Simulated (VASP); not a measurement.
OSZICAR of a VASP run on CuZn35O36:

File OSZICAR:
```
...
  33 F= -.31838373E+03 E0= -.31838280E+03  d E =-.998421E-02
       N       E                     dE             d eps       ncg     rms          rms(c)
DAV:   1    -0.318382800723E+03    0.93353E-03   -0.47960E+00   864   0.307E+00    0.569E-01
RMM:   2    -0.318448975174E+03   -0.66174E-01   -0.11483E-01   936   0.768E-01    0.297E+00
RMM:   3    -0.318385794458E+03    0.63181E-01   -0.49125E-02   861   0.427E-01    0.250E-01
RMM:   4    -0.318388101843E+03   -0.23074E-02   -0.56653E-03   895   0.120E-01    0.142E-01
RMM:   5    -0.318388178535E+03   -0.76693E-04   -0.90277E-04   828   0.505E-02    0.908E-02
RMM:   6    -0.318388147080E+03    0.31455E-04   -0.25694E-04   730   0.253E-02    0.517E-02
RMM:   7    -0.318388135111E+03    0.11969E-04   -0.31388E-05   507   0.128E-02    0.113E-02
RMM:   8    -0.318388135711E+03   -0.59967E-06   -0.84536E-06   461   0.675E-03
  34 F= -.31838814E+03 E0= -.31838794E+03  d E =-.440308E-02
       N       E                     dE             d eps       ncg     rms          rms(c)
DAV:   1    -0.318381791617E+03    0.63435E-02   -0.74450E+00   840   0.385E+00    0.694E-01
RMM:   2    -0.318469620995E+03   -0.87829E-01   -0.17953E-01   937   0.978E-01    0.320E+00
RMM:   3    -0.318388342569E+03    0.81278E-01   -0.76113E-02   872   0.530E-01    0.313E-01
RMM:   4    -0.318390984335E+03   -0.26418E-02   -0.92534E-03   904   0.151E-01    0.175E-01
RMM:   5    -0.318391113998E+03   -0.12966E-03   -0.14522E-03   881   0.646E-02    0.153E-01
RMM:   6    -0.318391011158E+03    0.10284E-03   -0.40279E-04   782   0.323E-02    0.389E-02
RMM:   7    -0.318391008277E+03    0.28809E-05   -0.49248E-05   535   0.144E-02
  35 F= -.31839101E+03 E0= -.31839099E+03  d E =-.727565E-02
       N       E                     dE             d eps       ncg     rms          rms(c)
DAV:   1    -0.318389692653E+03    0.13185E-02   -0.16146E+00   896   0.179E+00    0.288E-01
RMM:   2    -0.318405528075E+03   -0.15835E-01   -0.31348E-02   957   0.399E-01    0.159E+00
RMM:   3    -0.318390544537E+03    0.14984E-01   -0.11947E-02   865   0.218E-01    0.119E-01
RMM:   4    -0.318391290261E+03   -0.74572E-03   -0.15351E-03   782   0.627E-02    0.628E-02
RMM:   5    -0.318391307714E+03   -0.17453E-04   -0.27551E-04   723   0.288E-02    0.196E-02
RMM:   6    -0.318391308299E+03   -0.58467E-06   -0.39231E-05   529   0.129E-02
  36 F= -.31839131E+03 E0= -.31839130E+03  d E =-.757567E-02
       N       E                     dE             d eps       ncg     rms          rms(c)
DAV:   1    -0.318395176048E+03   -0.38683E-02   -0.45643E-01   856   0.120E+00    0.127E-01
RMM:   2    -0.318396267236E+03   -0.10912E-02   -0.97309E-03  1005   0.218E-01    0.228E-01
RMM:   3    -0.318396215727E+03    0.51509E-04   -0.15166E-03   919   0.801E-02    0.188E-01
RMM:   4    -0.318396075868E+03    0.13986E-03   -0.27815E-04   689   0.321E-02    0.417E-02
RMM:   5    -0.318396071124E+03    0.47444E-05   -0.54052E-05   557   0.142E-02
  37 F= -.31839607E+03 E0= -.31839606E+03  d E =-.476282E-02
       N       E                     dE             d eps       ncg     rms          rms(c)
DAV:   1    -0.318395928226E+03    0.14764E-03   -0.41016E+00   808   0.360E+00    0.391E-01
RMM:   2    -0.318407262049E+03   -0.11334E-01   -0.92093E-02  1000   0.685E-01    0.846E-01
RMM:   3    -0.318405280951E+03    0.19811E-02   -0.17954E-02   984   0.259E-01    0.476E-01
RMM:   4    -0.318404600383E+03    0.68057E-03   -0.30054E-03   917   0.875E-02    0.126E-01
RMM:   5    -0.318404536237E+03    0.64146E-04   -0.43224E-04   827   0.361E-02    0.643E-02
RMM:   6    -0.318404534551E+03    0.16857E-05   -0.19092E-04   776   0.252E-02    0.161E-02
RMM:   7    -0.318404535881E+03   -0.13298E-05   -0.27252E-05   510   0.153E-02
  38 F= -.31840454E+03 E0= -.31840453E+03  d E =-.132276E-01
       N       E                     dE             d eps       ncg     rms          rms(c)
DAV:   1    -0.318403619745E+03    0.91481E-03   -0.87148E-01   832   0.166E+00    0.178E-01
RMM:   2    -0.318405989552E+03   -0.23698E-02   -0.19669E-02  1010   0.312E-01    0.377E-01
RMM:   3    -0.318405614578E+03    0.37497E-03   -0.33061E-03   956   0.115E-01    0.225E-01
RMM:   4    -0.318405443638E+03    0.17094E-03   -0.56348E-04   800   0.409E-02    0.581E-02
RMM:   5    -0.318405430063E+03    0.13575E-04   -0.96756E-05   650   0.178E-02    0.258E-02
RMM:   6    -0.318405431020E+03   -0.95705E-06   -0.39847E-05   547   0.128E-02
  39 F= -.31840543E+03 E0= -.31840543E+03  d E =-.141227E-01
       N       E                     dE             d eps       ncg     rms          rms(c)
DAV:   1    -0.318406887017E+03   -0.14570E-02   -0.12969E+00   776   0.217E+00    0.195E-01
RMM:   2    -0.318410303385E+03   -0.34164E-02   -0.33133E-02  1037   0.416E-01    0.293E-01
RMM:   3    -0.318410486839E+03   -0.18345E-03   -0.36476E-03   981   0.131E-01    0.355E-01
RMM:   4    -0.318409888799E+03    0.59804E-03   -0.65762E-04   776   0.518E-02    0.700E-02
RMM:   5    -0.318409866856E+03    0.21943E-04   -0.19934E-04   723   0.239E-02    0.326E-02
RMM:   6    -0.318409865296E+03    0.15601E-05   -0.95851E-05   704   0.181E-02
  40 F= -.31840987E+03 E0= -.31840986E+03  d E =-.443428E-02
       N       E                     dE             d eps       ncg     rms          rms(c)
DAV:   1    -0.318391723460E+03    0.18143E-01   -0.96629E+00   776   0.593E+00    0.541E-01
RMM:   2    -0.318418135852E+03   -0.26412E-01   -0.24518E-01  1020   0.115E+00    0.926E-01
RMM:   3    -0.318417596970E+03    0.53888E-03   -0.32509E-02  1010   0.378E-01    0.862E-01
RMM:   4    -0.318414291769E+03    0.33052E-02   -0.53965E-03   881   0.133E-01    0.197E-01
RMM:   5    -0.318414052458E+03    0.23931E-03   -0.13072E-03   831   0.623E-02    0.110E-01
RMM:   6    -0.318414022008E+03    0.30451E-04   -0.74086E-04   867   0.462E-02    0.396E-02
RMM:   7    -0.318414020890E+03    0.11172E-05   -0.77289E-05   653   0.214E-02
  41 F= -.31841402E+03 E0= -.31841402E+03  d E =-.858987E-02
       N       E                     dE             d eps       ncg     rms          rms(c)
DAV:   1    -0.318412975144E+03    0.10469E-02   -0.22913E+00   816   0.287E+00    0.227E-01
RMM:   2    -0.318417325759E+03   -0.43506E-02   -0.43841E-02  1005   0.484E-01    0.289E-01
RMM:   3    -0.318417870090E+03   -0.54433E-03   -0.55724E-03   953   0.163E-01    0.415E-01
RMM:   4    -0.318417038425E+03    0.83167E-03   -0.10873E-03   865   0.696E-02    0.926E-02
RMM:   5    -0.318417016180E+03    0.22245E-04   -0.31148E-04   752   0.285E-02    0.393E-02
RMM:   6    -0.318417012114E+03    0.40667E-05   -0.13779E-04   746   0.212E-02    0.129E-02
RMM:   7    -0.318417013210E+03   -0.10968E-05   -0.16594E-05   472   0.124E-02
  42 F= -.31841701E+03 E0= -.31841701E+03  d E =-.299232E-02
       N       E                     dE             d eps       ncg     rms          rms(c)
DAV:   1    -0.318414720996E+03    0.22911E-02   -0.16906E+00   824   0.246E+00    0.195E-01
RMM:   2    -0.318417911884E+03   -0.31909E-02   -0.32351E-02  1003   0.414E-01    0.231E-01
RMM:   3    -0.318418413880E+03   -0.50200E-03   -0.40193E-03   958   0.140E-01    0.374E-01
RMM:   4    -0.318417725705E+03    0.68818E-03   -0.80504E-04   829   0.610E-02    0.803E-02
RMM:   5    -0.318417717300E+03    0.84045E-05   -0.27418E-04   732   0.261E-02    0.340E-02
RMM:   6    -0.318417714092E+03    0.32077E-05   -0.10078E-04   708   0.186E-02    0.111E-02
RMM:   7    -0.318417714988E+03   -0.89520E-06   -0.13005E-05   461   0.113E-02
  43 F= -.31841771E+03 E0= -.31841771E+03  d E =-.369410E-02
       N       E                     dE             d eps       ncg     rms          rms(c)
DAV:   1    -0.318417885330E+03   -0.17124E-03   -0.50553E-01   840   0.136E+00    0.124E-01
RMM:   2    -0.318418926897E+03   -0.10416E-02   -0.11022E-02   997   0.238E-01    0.918E-02
RMM:   3    -0.318419234500E+03   -0.30760E-03   -0.13173E-03   928   0.809E-02    0.255E-01
RMM:   4    -0.318418914536E+03    0.31996E-03   -0.30158E-04   664   0.391E-02    0.533E-02
RMM:   5    -0.318418914637E+03   -0.10079E-06   -0.82450E-05   576   0.168E-02
  44 F= -.31841891E+03 E0= -.31841891E+03  d E =-.119965E-02
       N       E                     dE             d eps       ncg     rms          rms(c)
DAV:   1    -0.318417473616E+03    0.14409E-02   -0.89675E-01   784   0.181E+00    0.170E-01
RMM:   2    -0.318419294053E+03   -0.18204E-02   -0.19418E-02   995   0.317E-01    0.117E-01
RMM:   3    -0.318419833137E+03   -0.53908E-03   -0.23552E-03   947   0.106E-01    0.335E-01
RMM:   4    -0.318419287193E+03    0.54594E-03   -0.53517E-04   756   0.505E-02    0.737E-02
RMM:   5    -0.318419285466E+03    0.17271E-05   -0.11821E-04   668   0.211E-02    0.222E-02
RMM:   6    -0.318419286259E+03   -0.79295E-06   -0.45801E-05   558   0.142E-02
  45 F= -.31841929E+03 E0= -.31841928E+03  d E =-.157127E-02
       N       E                     dE             d eps       ncg     rms          rms(c)
DAV:   1    -0.318418567609E+03    0.71786E-03   -0.75212E-01   800   0.162E+00    0.140E-01
RMM:   2    -0.318420101993E+03   -0.15344E-02   -0.15060E-02  1010   0.280E-01    0.190E-01
RMM:   3    -0.318420255072E+03   -0.15308E-03   -0.20367E-03   916   0.947E-02    0.241E-01
RMM:   4    -0.318419969484E+03    0.28559E-03   -0.34011E-04   719   0.404E-02    0.503E-02
RMM:   5    -0.318419959192E+03    0.10292E-04   -0.10469E-04   653   0.184E-02    0.149E-02
RMM:   6    -0.318419961281E+03   -0.20893E-05   -0.30927E-05   523   0.123E-02
  46 F= -.31841996E+03 E0= -.31841996E+03  d E =-.675022E-03
```

Which electronic solver shows in the log?

It is blocked Davidson (ALGO = Normal, or the opening steps of other solvers) and then RMM-DIIS (ALGO = Fast or VeryFast). The INCAR had ALGO = Fast.

Can the final energy be trusted as converged?

Self-consistency was reached. It stopped with EDIFF = 1E-5, NELM = 100, NSW = 60 and EDIFFG = -0.03 after 46 ionic steps (PBE GGA, plane waves, VASP's PBE PAW potentials (set 64)).  The cell is charged, with a uniform compensating background. The supercell is sampled at Γ alone, which is coarse: total energies, pressure and levels can be off, energies of defects by several tenths of an eV.

The cell is a supercell with a defect, built from ZnO (wurtzite): Cu_Zn, charge -1. The run is not spin-polarised, so no state with unpaired spins was tried.
